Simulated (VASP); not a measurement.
Consider the following.

```yaml
crystal:
  lattice:
    - [3.36800, 0.00000, 0.00000]
    - [0.00000, 3.36800, 0.00000]
    - [0.00000, 0.00000, 3.36800]
  atoms:
    - { symbol: Pb, position: [0.00000, 0.00000, 0.00000] }
    - { symbol: Se, position: [0.50000, 0.50000, 0.50000] }
```

Level of theory: PBEsol GGA, VASP's PBE PAW potentials (set 64) (plane waves; VASP). Numerical set-up: 500 eV cut-off, 11×11×11 Γ-centred mesh, first-order Methfessel-Paxton smearing of 0.10 eV, potentials Pb_d Se.

Unless said otherwise, spin-orbit coupling is left out, though it shifts the bands of the heavy elements here.

What does the run give for the energy per atom (σ→0), pressure, band gap (on the k-mesh) with the smallest direct gap where there is one?

```json
{
 "band gap (on the k-mesh)": "none (metal, semimetal or under 0.01 eV)",
 "energy per atom (σ→0)": "-3.790 eV/atom",
 "pressure": "29.88 GPa"
}
```

The absolute energy has meaning only against runs of the same code, potentials and settings.

The structure was generated: PbSe was put into the CsCl type type (Pm-3m), which need not be its known phase. It was relaxed first under an external pressure of 30 GPa.
